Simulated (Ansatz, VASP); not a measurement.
# Be (Beryllium): VASP beside Ansatz, part 2 of 2

Wanted: the spread between two codes on one cell, functional and k mesh. The cell is taken from a series of VASP runs on this material, whose earlier steps may have relaxed, scaled or displaced it; both programs get it as it stands.

VASP 6.6.1 and Ansatz 0.2.0.

So far. Step 4 (Differences): The walks stopped with 0.00 GPa left in Ansatz and 0.00 GPa in VASP; each walk ends within a tolerance, so the volume difference is uncertain by about these residues over the bulk modulus, most in soft cells.

## (5) VASP: zone-centre phonons, r2SCAN

Level of this step: r2SCAN; plane waves and PAW (Be) (VASP).

Second derivatives magnify differences that forces hide, and they need a tight electronic threshold.

Input file INCAR:

```
SYSTEM = Be
PREC = Accurate
ENCUT = 450
EDIFF = 1E-08
NELM = 100
ISMEAR = 1
SIGMA = 0.15
LREAL = .FALSE.
ALGO = Normal
METAGGA = R2SCAN
LASPH = .TRUE.
NBANDS = 8
LORBIT = 11
LWAVE = .FALSE.
LCHARG = .FALSE.
KPAR = 4
IBRION = 6
NFREE = 2
POTIM = 0.015
NSW = 1
ISIF = 2
```

Input file POSCAR:

```
Be
1.0
    2.2609541977      0.0000000000      0.0000000000
   -1.1304770989      1.9580437721      0.0000000000
    0.0000000000      0.0000000000      3.5747958712
Be
2
Direct
    0.6666666667      0.3333333333      0.7500000000
    0.3333333333      0.6666666667      0.2500000000
```

Input file KPOINTS:

```
Automatic mesh
0
Gamma
22 22 12
0 0 0
```

Potentials, in the order of the species: Be (PBE family, release 64).

Command:

```bash
> mpirun -np 4 vasp_std
```

Numbers of over 12 decimals in the logs are rounded to 6 here.

Output:

```text
[banner, memory and clock lines left out]
running    4 mpi-ranks, on    1 nodes
[...]
|                                                                             |
|               ----> ADVICE to this user running VASP <----                  |
|                                                                             |
|     You enforced a specific xc type in the INCAR file but a different       |
|     [... a line on the potential file left out ...]
|     I HOPE YOU KNOW WHAT YOU ARE DOING!                                     |
|                                                                             |

 LDA part: xc-table for (None), standard interpolation
 POSCAR, INCAR and KPOINTS ok, starting setup
[...]
entering main loop
       N       E                     dE             d eps       ncg     rms          rms(c)
DAV:   1    -0.565012384195E+01   -0.56501E+01   -0.17572E+03  5984   0.382E+02
DAV:   2    -0.895293279492E+01   -0.33028E+01   -0.32217E+01  9464   0.445E+01
DAV:   3    -0.896341004635E+01   -0.10477E-01   -0.10472E-01  6144   0.227E+00
DAV:   4    -0.896341626599E+01   -0.62196E-05   -0.62199E-05  8856   0.580E-02
[...]
DAV:   9    -0.868167222175E+01   -0.13072E-05   -0.13585E-06  6808   0.149E-02    0.178E-03
DAV:  10    -0.868167277424E+01   -0.55249E-06   -0.15166E-08  7560   0.156E-03    0.129E-04
DAV:  11    -0.868167277177E+01    0.24664E-08   -0.53813E-10  3520   0.199E-04
   1 F= -.86816728E+01 E0= -.86817189E+01  d E =0.138263E-03
[... from here on, the cycles between the ionic steps are left out ...]
   2 F= -.86812527E+01 E0= -.86812958E+01  d E =0.129391E-03
   3 F= -.86812527E+01 E0= -.86812958E+01  d E =0.129390E-03
   4 F= -.86807152E+01 E0= -.86807628E+01  d E =0.142982E-03
   5 F= -.86807152E+01 E0= -.86807628E+01  d E =0.142981E-03
 Finite differences progress:
  Degree of freedom:   2/  2
  Displacement:        2/  2
  Total:               4/  4
```

OUTCAR, selected parts (step 5):

```text
  Total        0.0011466      0.0011466      0.0037379     -0.0000000      0.0000000      0.0000000
  in kB        0.1160809      0.1160809      0.3784183     -0.0000000      0.0000000      0.0000000
  external PRESSURE =       0.2035267 kB  Pullay stress =       0.0000000 kB

 POSITION                                       TOTAL-FORCE (eV/Angst)
 -----------------------------------------------------------------------------------
      1.13048      0.65268      2.66610         0.000000      0.000000      0.127517
     -0.00000      1.30536      0.89370        -0.000000     -0.000000     -0.127517
 -----------------------------------------------------------------------------------
    total drift:                               -0.000000     -0.000000      0.000060

  FREE ENERGIE OF THE ION-ELECTRON SYSTEM (eV)
  ---------------------------------------------------
  free  energy   TOTEN  =        -8.6807151563 eV

  energy  without entropy=       -8.6808581375  energy(sigma->0) =       -8.68076282

[... 1 part as in an earlier step ...]

[... 2 further parts left out ...]
[key lines of the parts left out:]
E-fermi :   7.3379
```

## (6) Ansatz: zone-centre phonons, r2SCAN

The same cell, functional, mesh and smearing now go to Ansatz, which takes its cutoff from its data sets.

The cell is taken from a series of VASP runs on this material, whose earlier steps may have relaxed, scaled or displaced it; both programs get it as it stands.

Input file input.yaml:

```yaml
crystal:
  lattice:
    - [2.2609541977, 0.0, 0.0]
    - [-1.1304770989, 1.9580437721, 0.0]
    - [0.0, 0.0, 3.5747958712]
  atoms:
    - { symbol: Be, position: [0.6666666667, 0.3333333333, 0.75] }
    - { symbol: Be, position: [0.3333333333, 0.6666666667, 0.25] }
hamiltonian:
  xc: r2scan
  pseudopotentials: { kind: paw }
kpoints:
  mp_grid: { grid: [22, 22, 12] }
scf:
  occupations: { method: methfessel_paxton, width: 0.15 }
phonons:
  method: dfpt
  qpoints: [[0, 0, 0]]
```

Command:

```bash
> ansatz run input.yaml --threads 4 --pin off --max-ram 9216MiB --backend cpu --events-out ev --progress --plain --runs-dir out
```

Output:

```text
[...]
Crystal: 2 atoms, lattice volume = 15.826 Å³
Basis set: ecut = 500 eV, 391 PW (Γ), exchange–correlation on 90×90×150 points (125 copies of the dense FFT grid, shifted against one another)
Bands: 6, of which v1, the nominal top of the filled ones, is band 2 counted from 1 (1 counted from 0)
Symmetry: 24 space group operations
k-points: 1531 of 5808 (irreducible under 2 space group operations, time reversal used)
[...]
ASR residual per site (eV/Å²): 1.70e-4 1.70e-4
  Γ frequencies (cm⁻¹): 0.00 0.00 0.00 474.95 474.95 708.40
  non-analytic LO–TO correction: not included (Born effective charges unavailable; polar crystals: no LO–TO splitting at Γ)
--- Phonons (arbitrary-q DFPT): 1 explicit q-point ---
  q = [0, 0, 0] (of the zone-centre solve; hermiticity 4.03e-12, symmetrization 1.74e-12): -0.00 0.00 0.00 474.95 474.95 708.40
  sum rule: each row above includes the acoustic sum rule's correction from the zone centre's row sums; it moved no ω² by more than (2.27 cm⁻¹)²
[key lines of the parts left out:]
SCF converged after 10 iterations
Free energy (F): -186.674453 eV
Fermi energy:    8.439915 eV
```

Run time: 17 s. Hardware: 4 threads of Intel Xeon Platinum 8375C at 2.90GHz (Ice Lake), shared host; peak memory 1 GiB; 56 s of CPU time.

## (7) Differences

What differs besides the data sets and the points named for the pairs above, as far as they apply: VASP keeps PBE cores, Ansatz makes them for the functional; the cutoff is 500 eV in Ansatz and 450 eV in VASP; VASP uses finite displacements, Ansatz perturbation theory. Total energies have different zeros and are not compared.

Both answers:

| quantity | Ansatz | VASP | difference |
| --- | --- | --- | --- |
| optical mode 1 to 2 (cm⁻¹) | 474.9 | 474.6 | +0.08 % |
| optical mode 3 (cm⁻¹) | 708.4 | 716.2 | -1.09 % |

Modes are paired by rising frequency and degeneracy, not by their patterns, so a pair may still set unlike modes beside each other.

## (8) What came out

```json
{"difference in volume (relaxation of cell and atoms, PBE)": "-0.10 %", "r.m.s. difference of the optical zone-centre modes, each program's sorted by frequency (zone-centre phonons, r2SCAN)": "4.5 cm⁻¹", "difference in optical mode 3 (zone-centre phonons, r2SCAN)": "-1.1 %"}
```

What this shows: The difference in volume is -0.10 % (relaxation of cell and atoms, PBE), within the 1.2 % picked in this series as the mark of a large difference, as far as the stopping tolerances let one tell. Among the rows given in per cent, the largest difference of the zone-centre phonons, r2SCAN pair is in optical mode 3, -1.1 %. Such differences can come from data sets, numerical settings and the points named under the comparisons, not from the functional's error against experiment.

[Lines on the potential files, build, host, timing and source positions are cut from VASP's logs without a mark.]

[Logs are printed without paths, hosts, clocks, repeated set-up lines and the standing remarks that a program may print on its own settings, such as how far it seeks lower states.]

[Hosts, paths, dates, database ids (printed as entryN), source tags and the programs' standing remarks are cut or masked in the printed files.]
